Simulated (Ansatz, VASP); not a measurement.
# TiB2 in two plane-wave programs, part 2 of 2

One calculation is typed for both programs; each brings its own data sets. How far apart do they land? The cell is taken from a series of runs on this material, whose earlier steps may have relaxed, scaled, displaced or heated it; both programs get it as it stands.

VASP 6.6.1 and Ansatz 0.2.0.

So far: Set-up; VASP: zone-centre phonons, LDA.

**3. Ansatz: zone-centre phonons, LDA**

Level of this step: Ansatz beside VASP: Kohn-Sham DFT, plane waves, LDA (Ansatz).

Ansatz runs on its PAW soft_1 files.

The same cell, functional (in two slightly different forms), mesh and smearing now go to Ansatz, which takes its cutoff from its data sets.

The input, input.yaml:

```yaml
crystal:
  lattice:
    - [2.9396625882, 0.0, 0.0]
    - [-1.4698312941, 2.5458224799, 0.0]
    - [0.0, 0.0, 3.0804117009]
  atoms:
    - { symbol: B, position: [0.3333333333, 0.6666666667, 0.5] }
    - { symbol: B, position: [0.6666666667, 0.3333333333, 0.5] }
    - { symbol: Ti, position: [0.0, 0.0, 0.0] }
kpoints:
  mp_grid: { grid: [18, 18, 16] }
hamiltonian:
  xc: lda
  pseudopotentials: { kind: paw, azcp: { folder: soft_1 }, xc_functional: pbe }
scf:
  occupations: { method: methfessel_paxton, width: 0.2 }
output:
  eigenvalues: true
phonons:
  method: dfpt
```

Command:

```console
$ ansatz run input.yaml --threads 4 --pin off --max-ram 10240MiB --backend cpu --events-out ev --progress --plain --runs-dir out
```

Numbers of over 12 decimals in the logs are rounded to 6 here.

Log:

```text
zone centre: on kpoints.mp_grid the ground state, and the responses unless they are solved on pairs of k-points, stand on 819 of the mesh's 5184 k-points, reduced under 4 symmetry operations, with k and −k counted as one. Each operation leaves every solved displacement unchanged or reverses it
Engine: ansatz 0.2.0, x86_64-unknown-linux-gnu
Pseudopotentials: kind: paw
Pseudopotential: B, paw, valence charge 3, recommended cutoff 420 eV (normal), soft_1/B.paw.azcp
Pseudopotential: Ti, paw, valence charge 12, recommended cutoff 420 eV (normal), soft_1/Ti.paw.azcp
Functional definition: SPW92
  exchange = slater_x
  correlation = pw_c
Crystal: 3 atoms, lattice volume = 23.053 Å³
Basis set: ecut = 420 eV, 443 PW (Γ), exchange–correlation on 40×40×48 points (8 copies of the dense FFT grid, shifted against one another)
Bands: 13, of which v1, the nominal top of the filled ones, is band 9 counted from 1 (8 counted from 0)
Symmetry: 24 space group operations
k-points: 819 of 5184 (irreducible under 4 space group operations, time reversal used)
Non-local potential: B, projectors of the file, l = 0: 2, l = 1: 2, l = 2: 1
Non-local potential: Ti, projectors of the file, l = 0: 3, l = 1: 2, l = 2: 3, l = 3: 1
PAW form: soft (Blöchl's): semilocal exchange-correlation on the pseudo side does not see the compensation charge
PAW frozen core: B, regenerated for the run's functional, and the local potential with it (the file was generated under x = pbe(κ = 0.804, μ = 0.219515), c = pbe(β = 0.066725))
PAW frozen core: Ti, regenerated for the run's functional, and the local potential with it (the file was generated under x = pbe(κ = 0.804, μ = 0.219515), c = pbe(β = 0.066725))
PAW one-centre angular grid: B, 110 points (default); XC on 64 Gauss nodes
PAW one-centre angular grid: Ti, 590 points (default); XC on 64 Gauss nodes
Initial density: superposition of atomic densities (chi_scale 0.1, normalization cell, long waves kept (reshape's long-wave potential 0.00 eV rms))
Initial wavefunctions: pseudopotential atomic-orbital guess
Functional: x = slater, c = lda
SCF iter   1: F=—  HF=-2754.580534 eV  |F-HF|=—  |Δ(HF+E_count)|=         —  Δρ=1.20e-1  dr2=5.07e0  ethr=3.10e-3  ⟨swp⟩=4.5  Hψ=50495  notcnv=0
preconditioner: auto → none  [metal: Δε(μ)=0.028 eV  Ē_g=10.131 eV  σ=0.200 eV  W_gap=0.12  n_scr=8 (ndim 8)  ℏωp=24.5 eV  f_vac=0.000  D(μ)=0.36/eV (n_scr^D=0)  sad-step TF]
SCF iter   2: F=—  HF=-2753.873641 eV  |F-HF|=—  |Δ(HF+E_count)|=   7.07e-1  S|Δr|=    0.00e0  Δρ=8.04e-2  dr2=2.45e0  ethr=3.10e-3  ⟨swp⟩=2.0  Hψ=20355  notcnv=0
SCF iter   3: F=—  HF=-2753.231668 eV  |F-HF|=—  |Δ(HF+E_count)|=   6.42e-1  S|Δr|=    0.00e0  Δρ=9.27e-3  dr2=2.17e-2  ethr=3.10e-3  ⟨swp⟩=3.3  Hψ=21626  notcnv=0
SCF iter   4: F=—  HF=-2753.229892 eV  |F-HF|=—  |Δ(HF+E_count)|=   1.78e-3  S|Δr|=    0.00e0  Δρ=1.14e-3  dr2=3.08e-4  ethr=1.20e-4  ⟨swp⟩=1.8  Hψ=18597  notcnv=0
SCF iter   5: F=—  HF=-2753.229904 eV  |F-HF|=—  |Δ(HF+E_count)|=   1.26e-5  S|Δr|=    0.00e0  Δρ=3.73e-4  dr2=5.09e-5  ethr=1.71e-6  ⟨swp⟩=2.0  Hψ=14791  notcnv=0
SCF iter   6: F=—  HF=-2753.229894 eV  |F-HF|=—  |Δ(HF+E_count)|=   1.07e-5  S|Δr|=    0.00e0  Δρ=7.67e-5  dr2=1.38e-6  ethr=2.83e-7  ⟨swp⟩=2.5  Hψ=15655  notcnv=0
SCF iter   7: F=—  HF=-2753.229893 eV  |F-HF|=—  |Δ(HF+E_count)|=   1.77e-7  S|Δr|=    0.00e0  Δρ=7.35e-6  dr2=1.65e-8  ethr=7.67e-9  ⟨swp⟩=2.6  Hψ=15390  notcnv=0
SCF iter   8: F=—  HF=-2753.229893 eV  |F-HF|=—  |Δ(HF+E_count)|=   3.64e-9  S|Δr|=    0.00e0  Δρ=7.63e-7  dr2=1.53e-10  ethr=9.15e-11  ⟨swp⟩=2.6  Hψ=15280  notcnv=0
SCF iter   9: F=-2753.229893 eV  HF=-2753.229893 eV  |F-HF|=2.73e-12  |Δ(HF+E_count)|=  3.23e-11  S|Δr|=    0.00e0  Δρ=1.03e-7  dr2=2.63e-12  ethr=1.00e-12  ⟨swp⟩=5.1  Hψ=40121  notcnv=0
SCF 1 converged in 9 iterations: F = -2753.229893 eV  dr2 = 2.63e-12
  greatest PAW one-centre occupation: 0.998 electrons in one spin orbital (limit 2), on the Ti atom at site 2 (counted from 0), in its partial waves of l = 0
DFPT response loops at Γ: preconditioner auto → Kerker (q_TF=auto, 2.618 Å⁻¹) (partly filled bands, converged f_vac=0.000); β = 1.00, the filter's whole step (`scf.mixing.beta` (0.50) is not read by the response loops under this deck's `scf.mixing.preconditioner`; to damp them name `kerker` or `kerker_dos`, under which they read `scf.mixing.beta`, and type it under 1.00, their step now; both keys bind the ground state too); Broyden in place of MSR1
SCF converged after 9 iterations
Stability not checked: this state was not tested for a lower state beside it, because cold or Methfessel-Paxton smearing, or corrected tetrahedra, fill the levels in a way that the test cannot read (fill_not_monotonic; see scf.lower_state_search)
Free energy (F): -2753.229893 eV
Harris-Foulkes:  -2753.229893 eV  (|F-HF|=2.73e-12)
Internal energy: -2753.230160 eV  (E = F + TS)
E sigma→0 (E₀):  -2753.229960 eV
Entropy (-TS):   0.000266 eV (0.089 meV/atom)
Fermi energy:    16.614103 eV
--- Per-component energies (eV) ---
  E_band       = -65.208240
  E_kinetic    = 392.650027
  E_local      = -784.244879  (includes V_loc(G=0)·N_el)
  E_nonlocal   = 82.198110
  E_hartree    = 327.824115
  E_xc         = -186.128898
  E_vxc        = -229.515300  (∫ρ·V_xc dr)
  E_paw        = -1139.106659  (= ΣΔE_a)
  E_vpaw       = -181.944425  (= ΣTr[D̂ρ^β])
  E_aug_tail   = -0.000056  (compensation charges beyond the density's cutoff)
  E_ewald      = -1446.839539
  E_core_change = 0.417619  (= ΣΔE_core)
  E_smearing   = 0.000266  (= −TS)
  E_closure    = 0.000000  (closes the sum)
  Σ components = -2753.229893   (vs F -2753.229893, Δ=0.00e0)
--- Band table (eV; the first three rows and the last of 819) ---
  k-point 0: bands = [... 5 lower, 13.6287, 13.6287, 14.2371, 14.5066, 18.8049, 18.8049, 20.8631, 20.8631]
  k-point 1: bands = [... 5 lower, 13.5459, 13.6756, 13.6756, 15.1494, 18.6248, 18.6248, 20.7533, 20.7533]
  k-point 2: bands = [... 5 lower, 12.6967, 13.8152, 13.8152, 15.8636, 18.1970, 18.1970, 20.4385, 20.4385]
  k-point 818: bands = [... 5 lower, 9.1585, 11.1010, 12.4182, 13.6076, 19.5051, 20.2366, 21.0940, 21.9955]
--- Phonons (Γ-DFPT): 4 representative perturbations + reference, on 819 of 5184 k-points (Σ response iterations 12) ---
  k mesh reduced under 4 symmetry operations, with k and −k counted as one. Each operation leaves every solved displacement unchanged or reverses it
  ASR residual: 4.008e-5 → 0.000e0 eV/Å²; symmetrization residual: 6.025e-7 eV/Å²
  ASR residual per site (eV/Å²): 2.08e-6 2.08e-6 4.01e-5
  Γ frequencies (cm⁻¹): 0.00 0.00 0.00 582.10 582.10 602.59 603.51 987.53 987.53
  non-analytic LO–TO correction: not included (Born effective charges unavailable; polar crystals: no LO–TO splitting at Γ)
```

**4. Comparison**

Known differences besides the potentials themselves: the two LDA forms differ slightly; the cutoff is 420 eV in Ansatz and 500 eV in VASP; VASP's log shows a relativistic correction to its local exchange, Ansatz's none. Total energies have different zeros and are not compared.

Both answers:

```
                  quantity  Ansatz   VASP  difference
optical mode 1 to 2 (cm⁻¹)   582.1  582.6     -0.09 %
     optical mode 3 (cm⁻¹)   602.6  603.6     -0.16 %
     optical mode 4 (cm⁻¹)   603.5  605.5     -0.33 %
optical mode 5 to 6 (cm⁻¹)   987.5  989.8     -0.22 %
```

Modes are paired by rising frequency, not by their patterns, so a pair may set unlike modes beside each other; they are those without the splitting of longitudinal modes.

**5. Summary of results**

```json
{
 "r.m.s. difference of the optical zone-centre modes, each program's sorted by frequency (zone-centre phonons, LDA)": "1.6 cm⁻¹"
}
```

What this shows: The r.m.s. difference of the optical zone-centre modes, each program's sorted by frequency is 1.6 cm⁻¹ (zone-centre phonons, LDA). How closely two codes agree says nothing of how well the functional describes the real material.

[Lines on the potential files, build, host, timing and source positions are cut from VASP's logs without a mark.]

[Logs are printed without paths, hosts, clocks, repeated set-up lines and the standing remarks that a program may print on its own settings, such as how far it seeks lower states.]

[Hosts, paths, dates, database ids (printed as entryN), source tags and the programs' standing remarks are cut or masked in the printed files.]
